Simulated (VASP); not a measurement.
Consider the following.

```xyz
4
Lattice="1.2229 -2.1181 0.0000 1.2229 2.1181 0.0000 0.0000 0.0000 4.0501" Properties=species:S:1:pos:R:3 pbc="T T T"
B      1.2229    -0.7060     2.0277
B      1.2229     0.7060     0.0027
N      1.2229    -0.7060     3.5412
N      1.2229     0.7060     1.5161
```

Level of theory: LDA (Ceperley-Alder, Perdew-Zunger), VASP's LDA PAW potentials (set 64) (plane waves; VASP). Settings: 620 eV cut-off, 10×10×6 Γ-centred mesh, Gaussian smearing of 0.050 eV, potentials B N.

Estimate the energy per atom (σ→0), pressure.

The energy per atom (σ→0) comes out as -9621 meV/atom. The pressure is 45.14 GPa.

Total energies compare only between runs with the same potentials, cut-off and functional.

The compound is BN in the wurtzite structure, a metastable high-pressure form. It was relaxed first under an external pressure of 45 GPa.
